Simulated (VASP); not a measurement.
Method: PBEsol GGA, VASP's PBE PAW potentials (set 64) (plane waves; VASP).

VASP ran on this input.

File POSCAR:
```
LuH2
3.527890
  0.0000000000   0.7071067975   0.7071067975
  0.7071067975   0.0000000000   0.7071067975
  0.7071067975   0.7071067975   0.0000000000
Lu H
1 2
Direct
  0.0330580000  -0.0320380000  -0.0066230000
  0.2265360000   0.2539910000   0.2432820000
  0.7404070000   0.7780470000   0.7633410000
```

INCAR:
```
! general
SYSTEM  = LuH2
PREC    = Accurate
ENCUT   = 300   ! plane-wave cut-off (eV)
LREAL   = F   ! projection in real space or not
LASPH   = T

! electronic loop
EDIFF   = 1E-6
NELM    = 100   ! most electronic steps
ALGO    = Normal
LMAXMIX = 6

! smearing
ISMEAR  = 0
SIGMA   = 0.2   ! width (eV)

! functional
GGA     = PS

! ions
ISIF    = 2   ! forces and stress, cell fixed

! output
LWAVE   = F
LCHARG  = F
```

KPOINTS:
```
Automatic
0
G
  8 8 8
```

POTCAR, in this order: Lu_3 H (PBE.64 set). Program: vasp_std.

Output of the run:

OSZICAR:
```
       N       E                     dE             d eps       ncg     rms          rms(c)
DAV:   1     0.339761263226E+01    0.33976E+01   -0.44103E+03  6849   0.102E+03
DAV:   2    -0.131091238223E+02   -0.16507E+02   -0.15844E+02  5878   0.286E+02
DAV:   3    -0.140505888615E+02   -0.94147E+00   -0.89625E+00  7474   0.854E+01
DAV:   4    -0.140663752469E+02   -0.15786E-01   -0.15527E-01  7940   0.743E+00
DAV:   5    -0.140664433394E+02   -0.68092E-04   -0.68028E-04  8108   0.218E-01    0.261E+01
DAV:   6    -0.136424589770E+02    0.42398E+00   -0.50494E-01  7728   0.111E+01    0.162E+01
DAV:   7    -0.135514618755E+02    0.90997E-01   -0.76969E-01  8119   0.131E+01    0.182E+00
DAV:   8    -0.135390637340E+02    0.12398E-01   -0.74274E-02  7987   0.459E+00    0.276E-01
DAV:   9    -0.135387312405E+02    0.33249E-03   -0.20641E-03  7553   0.761E-01    0.729E-02
DAV:  10    -0.135387310241E+02    0.21645E-06   -0.10354E-04  7532   0.160E-01    0.614E-02
DAV:  11    -0.135387307255E+02    0.29860E-06   -0.65991E-06  7751   0.446E-02
   1 F= -.13538731E+02 E0= -.13530474E+02  d E =-.165144E-01
```

**OUTCAR**
```
------------------------ aborting loop because EDIFF is reached ----------------------------------------
  FORCE on cell =-STRESS in cart. coord.  units (eV):
  Direction    XX          YY          ZZ          XY          YZ          ZX
  --------------------------------------------------------------------------------------
  Total       -0.4114277     -0.3020922     -0.2129603      0.0951203      0.4463138      0.3388237
  in kB      -21.2311712    -15.5890625    -10.9895319      4.9085536     23.0314211     17.4845423
  external PRESSURE =     -15.9365885 kB  Pullay stress =       0.0000000 kB
  volume of cell :       31.05
      direct lattice vectors                 reciprocal lattice vectors
     0.000000000  2.494595000  2.494595000    -0.200433337  0.200433337  0.200433337
     2.494595000  0.000000000  2.494595000     0.200433337 -0.200433337  0.200433337
     2.494595000  2.494595000  0.000000000     0.200433337  0.200433337 -0.200433337
 POSITION                                       TOTAL-FORCE (eV/Angst)
 -----------------------------------------------------------------------------------
      4.89275      2.56054      2.49714         0.942619     -0.587798     -0.006622
      1.24049      1.17201      1.19872        -0.169772      0.534048      0.118636
      3.84514      3.75124      3.78793        -0.772846      0.053750     -0.112014
 -----------------------------------------------------------------------------------
    total drift:                                0.000219      0.000061     -0.000138
  FREE ENERGIE OF THE ION-ELECTRON SYSTEM (eV)
  ---------------------------------------------------
  free  energy   TOTEN  =       -13.5387307255 eV

  energy  without entropy=      -13.5222163398  energy(sigma->0) =      -13.53047353
```
(Selected blocks of OUTCAR.)

OUTCAR:
```
 val. band max:        3.1026956431   @ k =  -0.3750  -0.1250   0.1250

 cond. band min:       3.1062419553   @ k =  -0.1250   0.1250   0.3750


 Fermi energy:         3.1050429638

 k-point     1 :       0.0000    0.0000    0.0000
  band No.  band energies     occupation
      1     -23.2556      2.00000
      2     -23.2526      2.00000
      3     -23.2410      2.00000
      4      -6.2682      2.00000
      5       1.9219      2.00000
      6       4.5055      0.00000
      7       4.6120      0.00000
      8       5.1580      0.00000
      9       7.4763      0.00000

 k-point     2 :       0.1250    0.0000    0.0000
  band No.  band energies     occupation
      1     -23.3283      2.00000
      2     -23.2619      2.00000
      3     -23.2539      2.00000
      4      -5.9001      2.00000
      5       0.9659      2.00000
      6       4.6716      0.00000
      7       4.7685      0.00000
      8       6.5377      0.00000
      9       7.2569      0.00000

 k-point     3 :       0.0000    0.1250    0.0000
  band No.  band energies     occupation
      1     -23.3291      2.00000
      2     -23.2628      2.00000
      3     -23.2516      2.00000
      4      -5.9043      2.00000
      5       0.9769      2.00000
      6       4.6929      0.00000
      7       4.7296      0.00000
      8       6.5306      0.00000
      9       7.2599      0.00000

 k-point     4 :       0.0000    0.0000    0.1250
  band No.  band energies     occupation
      1     -23.3284      2.00000
      2     -23.2646      2.00000
      3     -23.2506      2.00000
      4      -5.9042      2.00000
      5       0.9904      2.00000
      6       4.6117      0.00000
      7       4.7291      0.00000
      8       6.6190      0.00000
      9       7.2427      0.00000

 k-point     5 :       0.1250    0.1250    0.1250
  band No.  band energies     occupation
      1     -23.3214      2.00000
      2     -23.2646      2.00000
      3     -23.2615      2.00000
...
```

At this cut-off the stress carries a Pulay error, which pulls relaxed volumes low.

The structure comes from a computed database's LuH2 entry; how it stands against other phases isn't given here. The cell was not relaxed at this level, atoms are displaced from their ideal sites. The electron count is odd and the run is not spin-polarised, which forces a metal.
